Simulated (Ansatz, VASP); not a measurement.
CdBr and the effect of spin-orbit coupling

The cell as given:

The structure is cubic, space group Fm-3m (No. 225). The conventional cell has a = 6.145 Å, b = 6.145 Å, c = 6.145 Å, α = 90.00°, β = 90.00°, γ = 90.00°. Around Cd (site symmetry m-3m) lie 6 Br at 3.07 Å. Around Br (site symmetry m-3m) lie 6 Cd at 3.07 Å.

The cell comes from a database or a generator and needn't be the form met in nature.

Kept alike: task relaxation of cell and atoms; functional LDA; k mesh 6 × 6 × 6; occupations fermi-dirac, width 0.05 eV. Program: Ansatz, Ansatz PAW, cutoff 420 eV. The mesh is that of the run's cell of 2 atoms.

| spin-orbit coupling | volume (Å³/atom) |
| --- | --- |
| off | 26.509 |
| on | 26.495 |

The relaxations keep at least the cell's symmetry (Fm-3m). For a metal such a mesh leaves the last digits unconverged. Relaxations stop with a little pressure left, so the last digits of a volume or edge aren't settled. All rows use potentials made for PBE.

Question: What does spin-orbit coupling change here?

Answer: The volume runs from 26.495 (on) to 26.509 Å³/atom (off). A twin series (VASP, LDA PAW files Br, Cd, 600 eV) moves it by -0.0542 between off and on, against -0.0136 Å³/atom here.
